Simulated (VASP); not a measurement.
These are LDA (Ceperley-Alder, Perdew-Zunger), VASP's LDA PAW potentials (set 64) (plane waves; VASP) values and carry that method's errors.

The input files of a VASP run:

### KPOINTS
```
Automatic mesh
0
Gamma
9 9 9
0 0 0
```

**INCAR**
```
ALGO=Normal
EDIFF=1E-6
EDIFFG=-0.02
ENCUT=520
IBRION=2
ISIF=3
ISMEAR=1
ISPIN=2
LASPH=.TRUE.
LCHARG=.FALSE.
LMAXMIX=4
LORBIT=10
LREAL=.FALSE.
LWAVE=.FALSE.
MAGMOM=5.0 -5.0 0.0 0.0
NELM=100
NSW=60
PREC=Accurate
SIGMA=0.1
SYSTEM=MnS
```

### POSCAR
```
MnS
1
    4.8995126849     2.4439545546     2.4439545546
    2.4439545546     4.8995126849     2.4439545546
    2.4439545546     2.4439545546     4.8995126849
Mn S
2 2
Direct
  0.0000000000   1.0000000000   0.0000000000
  0.5000000000   0.5000000000   0.5000000000
  0.2500000000   0.2500000000   0.2500000000
  0.7500000000   0.7500000000   0.7500000000
```

POTCAR, in this order: Mn_pv S (LDA.64 set). Program: vasp_std.

Question: What will the output report for the number of irreducible k-points (NKPTS), largest plane-wave count, number of space-group operations, FFT grid (NGX, NGY, NGZ)?

Answer: 
| Property | Result |
|---|---|
| number of irreducible k-points (NKPTS) | 85 |
| largest plane-wave count | 1608 |
| number of space-group operations | 12 |
| FFT grid (NGX, NGY, NGZ) | 48 × 48 × 48 |

The compound is MnS in the rock salt, AFM-II order structure. This run relaxes it. Symmetry was kept, so distortions that lower it aren't found. The start is the result of an earlier pass.
